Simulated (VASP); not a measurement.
These are LDA (Ceperley-Alder, Perdew-Zunger), VASP's LDA PAW potentials (set 64) (plane waves; VASP) values and carry that method's errors.

VASP ran on this input.

POSCAR:
```
TaTi
1
    2.9554080000     0.0000000000     0.0000000000
    0.0000000000     2.9554080000     0.0000000000
    0.0000000000     0.0000000000     3.8736960000
Ti Ta
1 1
Direct
  0.5000000000   0.5000000000   0.5000000000
  0.0000000000   0.0000000000   0.0000000000
```

KPOINTS:
```
kpoints
0
Gamma
  8 8 6
0 0 0
```

### INCAR
```
ISIF=2
NELM=100   ! most electronic steps
PREC=Accurate
LWAVE=.FALSE.
LASPH=.TRUE.   ! aspherical one-centre terms
EDIFF=1E-6   ! SCF stop (eV)
ENCUT=300
LREAL=.FALSE.
SYSTEM=TaTi
ALGO=Normal
SIGMA=0.1   ! width (eV)
ISMEAR=-1   ! Fermi-Dirac
LMAXMIX=6   ! l cut-off of mixed one-centre charges
LCHARG=.FALSE.
```

POTCAR, in this order: Ti_sv Ta_pv (LDA.64 set). Program: vasp_std.

At this cut-off the stress carries a Pulay error, which pulls relaxed volumes low. Unless said otherwise, spin-orbit coupling is left out, though it shifts the bands of the heavy elements here.

Problem. Predict the energy per atom (σ→0), pressure, band gap (on the k-mesh).

Solution. 
```json
{
 "energy per atom (σ→0)": "-10.533 eV/atom",
 "band gap (on the k-mesh)": "none (metal, semimetal or under 0.01 eV)",
 "pressure": "-1.64 GPa"
}
```

OSZICAR:
```
...
DAV:   7    -0.213196593137E+02    0.60827E+00   -0.11426E+01  2509   0.291E+01    0.556E+00
DAV:   8    -0.211217480354E+02    0.19791E+00   -0.16089E+00  2380   0.108E+01    0.986E-01
DAV:   9    -0.211167122457E+02    0.50358E-02   -0.89440E-02  2259   0.345E+00    0.280E-01
DAV:  10    -0.211165384729E+02    0.17377E-03   -0.47987E-03  2308   0.583E-01    0.857E-02
DAV:  11    -0.211165674288E+02   -0.28956E-04   -0.36975E-04  2324   0.177E-01    0.416E-02
DAV:  12    -0.211165598794E+02    0.75494E-05   -0.81462E-05  2533   0.810E-02    0.145E-02
DAV:  13    -0.211165591578E+02    0.72163E-06   -0.24491E-06  1876   0.189E-02
   1 F= -.21116559E+02 E0= -.21065949E+02  d E =-.101220E+00
```

The structure was generated: TaTi was put into an ordered model structure, which need not be its known phase. The cell was not relaxed at this level. The run is one of a series of settings (GGA removed, POTCAR Ti_sv Ta_pv (LDA.64 set) against the base run), some of them coarse on purpose. The electron count is odd and the run is not spin-polarised, which forces a metal.
